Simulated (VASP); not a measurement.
A run of VASP 6.6.1 is set up as follows.

File POSCAR:

```
Sn3P2
1.0
    2.0266330000      1.1700770000      8.5821000000
   -2.0266330000      1.1700770000      8.5821000000
    0.0000000000     -2.3401540000      8.5821000000
Sn P
3 2
Direct
    0.2128750000      0.2128750000      0.2128750000
    0.7871250000      0.7871250000      0.7871250000
    0.0000000000      0.0000000000      0.0000000000
    0.6002230000      0.6002230000      0.6002230000
    0.3997770000      0.3997770000      0.3997770000
```

INCAR.step1

```
SYSTEM = Sn3P2
  ALGO = Normal
  EDIFF = 1E-7
  ENCUT = 520
  GGA = PE
  ISIF = 2
  ISMEAR = 0
  LASPH = .TRUE.
  LCHARG = .TRUE.
  LREAL = .FALSE.
  LWAVE = .FALSE.
  NELM = 60
  PREC = Accurate
  SIGMA = 0.1
```

Contents of KPOINTS.step1:

```
k-points
0
G
  8 8 8
  0 0 0
```

Contents of INCAR.step2:

```
SYSTEM = Sn3P2
  ALGO = Normal
  EDIFF = 1E-7
  ENCUT = 520
  GGA = PE
  ICHARG = 11
  ISIF = 2
  ISMEAR = 0
  LASPH = .TRUE.
  LCHARG = .FALSE.
  LREAL = .FALSE.
  LWAVE = .FALSE.
  NELM = 60
  PREC = Accurate
  SIGMA = 0.05
```

File KPOINTS.step2:

```
path GLB1,BZGX,QFP1Z,LP
10
line-mode
reciprocal
 0.0000000000  0.0000000000  0.0000000000  G
 0.5000000000  0.0000000000  0.0000000000  L

 0.5000000000  0.0000000000  0.0000000000  L
 0.5000000000  0.1790589263 -0.1790589263  B1

 0.8209410737  0.5000000000  0.1790589263  B
 0.5000000000  0.5000000000  0.5000000000  Z

 0.5000000000  0.5000000000  0.5000000000  Z
 0.0000000000  0.0000000000  0.0000000000  G

 0.0000000000  0.0000000000  0.0000000000  G
 0.3395294632  0.0000000000 -0.3395294632  X

 0.6604705368  0.3395294632  0.0000000000  Q
 0.5000000000  0.5000000000  0.0000000000  F

 0.5000000000  0.5000000000  0.0000000000  F
 0.6604705368  0.6604705368  0.1790589263  P1

 0.6604705368  0.6604705368  0.1790589263  P1
 0.5000000000  0.5000000000  0.5000000000  Z

 0.5000000000  0.0000000000  0.0000000000  L
 0.8209410737  0.3395294632  0.3395294632  P
```

Potentials or basis: VASP PAW PBE potentials, release 64 (Sn_d, P).

Command:

```bash
$ cat potpaw_PBE.64/Sn_d/POTCAR potpaw_PBE.64/P/POTCAR > POTCAR
$ cp INCAR.step1 INCAR
$ cp KPOINTS.step1 KPOINTS
$ mpirun -np 1 vasp_std > vasp.out
$ cp INCAR.step2 INCAR
$ cp KPOINTS.step2 KPOINTS
$ mpirun -np 1 vasp_std > vasp.out
```

**Question.** What does it give for the band gap along the path?

**Answer.** None (metal or under the smearing width).

Levels at the corners of the path, in eV from the Fermi level:
| point | band 22 | band 23 | band 24 | band 25 | band 26 | band 27 | band 28 | band 29 | band 30 | band 31 |
| --- | --- | --- | --- | --- | --- | --- | --- | --- | --- | --- |
| Γ | -1.59 | -1.49 | -1.49 | -0.07 | 0.14 | 1.46 | 1.46 | 2.01 | 2.01 | 2.07 |
| L | -3.17 | -2.69 | -2.56 | -1.97 | -1.67 | -0.49 | 1.88 | 1.92 | 2.22 | 2.30 |
| L | -3.17 | -2.69 | -2.56 | -1.97 | -1.67 | -0.49 | 1.88 | 1.92 | 2.22 | 2.30 |
| B1 | -3.94 | -3.86 | -3.06 | -2.69 | -1.21 | 0.39 | 1.91 | 2.02 | 3.25 | 3.72 |
| B | -3.94 | -3.86 | -3.06 | -2.69 | -1.21 | 0.39 | 1.91 | 2.02 | 3.25 | 3.72 |
| Z | -1.58 | -1.49 | -1.49 | -1.19 | 0.25 | 1.03 | 1.03 | 1.94 | 3.18 | 3.18 |
| Z | -1.58 | -1.49 | -1.49 | -1.19 | 0.25 | 1.03 | 1.03 | 1.94 | 3.18 | 3.18 |
| Γ | -1.59 | -1.49 | -1.49 | -0.07 | 0.14 | 1.46 | 1.46 | 2.01 | 2.01 | 2.07 |
| Γ | -1.59 | -1.49 | -1.49 | -0.07 | 0.14 | 1.46 | 1.46 | 2.01 | 2.01 | 2.07 |
| X | -4.09 | -3.72 | -3.24 | -2.20 | -1.54 | 0.88 | 0.97 | 2.64 | 2.87 | 4.11 |
| Q | -4.09 | -3.72 | -3.24 | -2.20 | -1.54 | 0.88 | 0.97 | 2.64 | 2.87 | 4.11 |
| F | -4.06 | -3.38 | -3.09 | -2.29 | -0.27 | -0.12 | 0.66 | 2.06 | 2.38 | 2.99 |
| F | -4.06 | -3.38 | -3.09 | -2.29 | -0.27 | -0.12 | 0.66 | 2.06 | 2.38 | 2.99 |
| P1 | -3.70 | -3.34 | -2.83 | -2.38 | -0.87 | 0.47 | 0.88 | 1.56 | 2.34 | 3.75 |
| P1 | -3.70 | -3.34 | -2.83 | -2.38 | -0.87 | 0.47 | 0.88 | 1.56 | 2.34 | 3.75 |
| Z | -1.58 | -1.49 | -1.49 | -1.19 | 0.25 | 1.03 | 1.03 | 1.94 | 3.18 | 3.19 |
| L | -3.17 | -2.69 | -2.56 | -1.97 | -1.67 | -0.49 | 1.88 | 1.92 | 2.22 | 2.30 |
| P | -3.70 | -3.34 | -2.83 | -2.38 | -0.87 | 0.47 | 0.88 | 1.56 | 2.34 | 3.76 |

Caveat: the log is that of the step along the path at fixed density, whose energy, stress, charges and moments have no meaning; spin-orbit coupling is left out, which moves the levels of the heavy elements.
